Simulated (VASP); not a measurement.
Output of a VASP run:

### OUTCAR
```
 ion  position               nearest neighbor table
   1  0.000  0.000  0.000-   2 2.46   2 2.46   2 2.46   2 2.46
   2  0.250  0.250  0.250-   1 2.46   1 2.46   1 2.46   1 2.46
  LATTYP: Found a face centered cubic cell.
 ALAT       =     5.6700000000
 Subroutine PRICEL returns:
 Original cell was already a primitive cell.
 Subroutine GETGRP returns: Found 24 space group operations
The static configuration has the point symmetry T_d .
The dynamic configuration has the point symmetry T_d .
 Subroutine INISYM returns: Found 24 space group operations
 Subroutine IBZKPT returns following result:
 Found     20 irreducible k-points:

 Following reciprocal coordinates:
            Coordinates               Weight
  0.000000  0.000000  0.000000      1.000000
  0.142857  0.000000  0.000000      8.000000
  0.285714  0.000000  0.000000      8.000000
  0.428571  0.000000  0.000000      8.000000
  0.142857  0.142857  0.000000      6.000000
  0.285714  0.142857  0.000000     24.000000
  0.428571  0.142857  0.000000     24.000000
 -0.428571  0.142857  0.000000     24.000000
 -0.285714  0.142857  0.000000     24.000000
 -0.142857  0.142857  0.000000     12.000000
  0.285714  0.285714  0.000000      6.000000
  0.428571  0.285714  0.000000     24.000000
 -0.428571  0.285714  0.000000     24.000000
 -0.285714  0.285714  0.000000     12.000000
  0.428571  0.428571  0.000000      6.000000
 -0.428571  0.428571  0.000000     12.000000
  0.428571  0.285714  0.142857     24.000000
 -0.428571  0.285714  0.142857     48.000000
 -0.428571  0.428571  0.142857     24.000000
 -0.285714  0.428571  0.142857     24.000000
   k-points           NKPTS =     20   k-points in BZ     NKDIM =     20   number of bands    NBANDS=     13
   number of dos      NEDOS =    301   number of ions     NIONS =      2
   total plane-waves  NPLWV =  21952
   dimension x,y,z NGX =    28 NGY =   28 NGZ =   28
   dimension x,y,z NGXF=    56 NGYF=   56 NGZF=   56
   ions per type =               1   1
   PREC   = accura    normal or accurate (medium, high low for compatibility)
   ISTART =      0    job   : 0-new  1-cont  2-samecut
   ICHARG =      2    charge: 1-file 2-atom 10-const
   ISPIN  =      1    spin polarized calculation?
   LNONCOLLINEAR =      F non collinear calculations
   LSORBIT =      F    spin-orbit coupling
   INIWAV =      1    electr: 0-lowe 1-rand  2-diag
   ENCUT  =  400.0 eV  29.40 Ry    5.42 a.u.   6.54  6.54  6.54*2*pi/ulx,y,z
   NELM   =    100;   NELMIN=  2; NELMDL= -5     # of ELM steps
   EDIFF  = 0.1E-05   stopping-criterion for ELM
   LREAL  =      F    real-space projection
   NLSPLINE    = F    spline interpolate recip. space projectors
   LMAXMIX     =    4 max onsite mixed and CHGCAR
   VOSKOWN=      0    Vosko Wilk Nusair interpolation
   EDIFFG = 0.1E-04   stopping-criterion for IOM
   NSW    =      0    number of steps for IOM
   NBLOCK =      1;   KBLOCK =      1    inner block; outer block
   IBRION =     -1    ionic relax: 0-MD 1-quasi-New 2-CG
   NFREE  =      0    steps in history (QN), initial steepest desc. (CG)
   ISIF   =      2    stress and relaxation
   ISYM   =      2    0-nonsym 1-usesym 2-fastsym
   TEIN   =    0.0    initial temperature
   TEBEG  =    0.0;   TEEND  =   0.0 temperature during run
   SMASS  =  -3.00    Nose mass-parameter (am)
   PSTRESS=    0.0 pullay stress
   NELECT =      18.0000    total number of electrons
   EFERMI =   0.00;   METHOD = LEGACY
   ISMEAR =     0;   SIGMA  =   0.05  broadening in eV -4-tet -1-fermi 0-gaus
   IALGO  =     38    algorithm
   LDIAG  =      T    sub-space diagonalisation (order eigenvalues)
   IMIX   =      4    mixing-type and parameters
     AMIX     =   0.40;   BMIX     =  1.00
     AMIX_MAG =   1.60;   BMIX_MAG =  1.00
     AMIN     =   0.10
 LDA+U is selected, type is set to LDAUTYPE =  2
   angular momentum for each species LDAUL =     2   -1
   U (eV)           for each species LDAUU =   5.0  0.0
   J (eV)           for each species LDAUJ =   0.0  0.0
...
```

### OSZICAR
```
       N       E                     dE             d eps       ncg     rms          rms(c)
DAV:   1     0.795212707919E+02    0.79521E+02   -0.78695E+03   520   0.135E+03
DAV:   2    -0.539837078987E+00   -0.80061E+02   -0.77329E+02   555   0.252E+02
DAV:   3    -0.581784886680E+01   -0.52780E+01   -0.52637E+01   665   0.717E+01
DAV:   4    -0.585989945167E+01   -0.42051E-01   -0.42045E-01   555   0.669E+00
DAV:   5    -0.586009336687E+01   -0.19392E-03   -0.19391E-03   595   0.403E-01    0.557E+00
DAV:   6    -0.565133447958E+01    0.20876E+00   -0.44605E-01   774   0.155E+01    0.393E+00
DAV:   7    -0.563519578391E+01    0.16139E-01   -0.13635E-01   585   0.331E+00    0.143E+00
DAV:   8    -0.563688240820E+01   -0.16866E-02   -0.52392E-03   555   0.656E-01    0.388E-01
DAV:   9    -0.563721818179E+01   -0.33577E-03   -0.95965E-04   565   0.241E-01    0.653E-02
DAV:  10    -0.563728946356E+01   -0.71282E-04   -0.67441E-05   600   0.781E-02    0.162E-02
DAV:  11    -0.563731716392E+01   -0.27700E-04   -0.32253E-05   560   0.476E-02    0.721E-03
DAV:  12    -0.563731832569E+01   -0.11618E-05   -0.18267E-06   532   0.257E-02    0.363E-03
DAV:  13    -0.563731850920E+01   -0.18350E-06   -0.68212E-07   400   0.997E-03
   1 F= -.56373185E+01 E0= -.56373185E+01  d E =-.172829E-14
```

OUTCAR:
```
------------------------ aborting loop because EDIFF is reached ----------------------------------------
  FORCE on cell =-STRESS in cart. coord.  units (eV):
  Direction    XX          YY          ZZ          XY          YZ          ZX
  --------------------------------------------------------------------------------------
  Total        0.2073009      0.2073009      0.2073009      0.0000000      0.0000000      0.0000000
  in kB        7.2882374      7.2882374      7.2882374      0.0000000      0.0000000      0.0000000
  external PRESSURE =       7.2882374 kB  Pullay stress =       0.0000000 kB
  volume of cell :       45.57
      direct lattice vectors                 reciprocal lattice vectors
     0.000000000  2.835000000  2.835000000    -0.176366843  0.176366843  0.176366843
     2.835000000  0.000000000  2.835000000     0.176366843 -0.176366843  0.176366843
     2.835000000  2.835000000  0.000000000     0.176366843  0.176366843 -0.176366843
  FREE ENERGIE OF THE ION-ELECTRON SYSTEM (eV)
  ---------------------------------------------------
  free  energy   TOTEN  =        -5.6373185092 eV

  energy  without entropy=       -5.6373185092  energy(sigma->0) =       -5.63731851

 total charge

# of ion       s       p       d       tot
------------------------------------------
    1        0.523   0.434   9.869  10.826
    2        1.435   2.438   0.026   3.899
--------------------------------------------------
tot          1.958   2.872   9.896  14.725
```
(Selected blocks of OUTCAR.)

File POSCAR:
```
ZnSe
1
    0.0000000000     2.8350000000     2.8350000000
    2.8350000000     0.0000000000     2.8350000000
    2.8350000000     2.8350000000     0.0000000000
Zn Se
1 1
Direct
  0.0000000000   0.0000000000   0.0000000000
  0.2500000000   0.2500000000   0.2500000000
```

Write an INCAR and KPOINTS that could have produced this output.

Several could match; the one computed here: the input of the run itself, PBE GGA + U (Dudarev), plane waves, VASP's PBE PAW potentials (set 64).

**INCAR**
```
ALGO=Normal
EDIFF=1E-6
ENCUT=400
GGA=PE
ISIF=2
ISMEAR=0
LASPH=.True.
LCHARG=.False.
LDAU=.True.
LDAUJ=0 0
LDAUL=2 -1
LDAUPRINT=1
LDAUTYPE=2
LDAUU=5.0 0
LMAXMIX=4
LORBIT=10
LREAL=.False.
LWAVE=.False.
NELM=100
PREC=Accurate
SIGMA=0.05
SYSTEM=ZnSe
```

**KPOINTS**
```
Automatic
0
G
 7 7 7
```

POTCAR, in this order: Zn Se (PBE.64 set). Program: vasp_std.

The compound is ZnSe in the zinc blende structure. The cell was not relaxed at this level. The run is one of a series of settings (LDAU = .TRUE., LDAUJ = 0 0, LDAUL = 2 -1, LDAUTYPE = 2, LDAUU = 5.0 0 against the base run), some of them coarse on purpose.
